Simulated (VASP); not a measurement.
Calculation: PBE GGA, VASP's PBE PAW potentials (set 64) (plane waves; VASP).

A VASP calculation is set up with these files.

### KPOINTS
```
Automatic
0
Gamma
 10 10 10
0 0 0
```

### INCAR
```
# general
SYSTEM=LiH
PREC  =Accurate
ENCUT =530
LREAL =.False.
LASPH =.True.

# electronic loop
EDIFF =1E-6
NELM  =100
ALGO  =Normal

# smearing
ISMEAR=0
SIGMA =0.05

# functional
GGA   =PE

# ions
IBRION=2
NSW   =60
ISIF  =3
EDIFFG=-0.01

# output
LWAVE =.False.
LCHARG=.False.
```

### POSCAR
```
LiH
1.0
  0.0000000000   1.9991847398   1.9991847398
  1.9991847398   0.0000000000   1.9991847398
  1.9991847398   1.9991847398   0.0000000000
Li H
1 1
Cartesian
  0.0000000000   0.0000000000   0.0000000000
  1.9991847398   1.9991847398   1.9991847398
```

POTCAR, in this order: Li_sv H (PBE.64 set). Program: vasp_std.

The run wrote:

### OSZICAR
```
       N       E                     dE             d eps       ncg     rms          rms(c)
DAV:   1    -0.174822945528E+01   -0.17482E+01   -0.14717E+03   588   0.634E+02
DAV:   2    -0.627992888579E+01   -0.45317E+01   -0.45316E+01   786   0.657E+01
DAV:   3    -0.636941713290E+01   -0.89488E-01   -0.89488E-01   714   0.819E+00
DAV:   4    -0.637006743219E+01   -0.65030E-03   -0.65030E-03   750   0.656E-01
DAV:   5    -0.637007145434E+01   -0.40222E-05   -0.40222E-05   684   0.383E-02    0.288E+00
DAV:   6    -0.618677024666E+01    0.18330E+00   -0.15449E-01   660   0.180E+00    0.145E+00
DAV:   7    -0.612512965986E+01    0.61641E-01   -0.20543E-01   726   0.230E+00    0.223E-01
DAV:   8    -0.612701271283E+01   -0.18831E-02   -0.55289E-03   678   0.659E-01    0.438E-02
DAV:   9    -0.612695961224E+01    0.53101E-04   -0.21832E-04   816   0.880E-02    0.954E-03
DAV:  10    -0.612695537080E+01    0.42414E-05   -0.62128E-06   636   0.227E-02    0.261E-03
DAV:  11    -0.612695451658E+01    0.85422E-06   -0.38886E-07   408   0.540E-03
   1 F= -.61269545E+01 E0= -.61269545E+01  d E =-.612695E+01
```

**OUTCAR**
```
------------------------ aborting loop because EDIFF is reached ----------------------------------------
  FORCE on cell =-STRESS in cart. coord.  units (eV):
  Direction    XX          YY          ZZ          XY          YZ          ZX
  --------------------------------------------------------------------------------------
  Total        0.0025296      0.0025296      0.0025296      0.0000000      0.0000000      0.0000000
  in kB        0.2536181      0.2536181      0.2536181      0.0000000      0.0000000      0.0000000
  external PRESSURE =       0.2536181 kB  Pullay stress =       0.0000000 kB
  volume of cell :       15.98
      direct lattice vectors                 reciprocal lattice vectors
     0.000000000  1.999184740  1.999184740    -0.250101949  0.250101949  0.250101949
     1.999184740  0.000000000  1.999184740     0.250101949 -0.250101949  0.250101949
     1.999184740  1.999184740  0.000000000     0.250101949  0.250101949 -0.250101949
  FREE ENERGIE OF THE ION-ELECTRON SYSTEM (eV)
  ---------------------------------------------------
  free  energy   TOTEN  =        -6.1269545166 eV

  energy  without entropy=       -6.1269545166  energy(sigma->0) =       -6.12695452

 reached required accuracy - stopping structural energy minimisation
```
(Selected blocks of OUTCAR.)

The compound is LiH in the rock salt structure. It was relaxed first, which changed the volume by -6 %. The start is the result of an earlier pass.
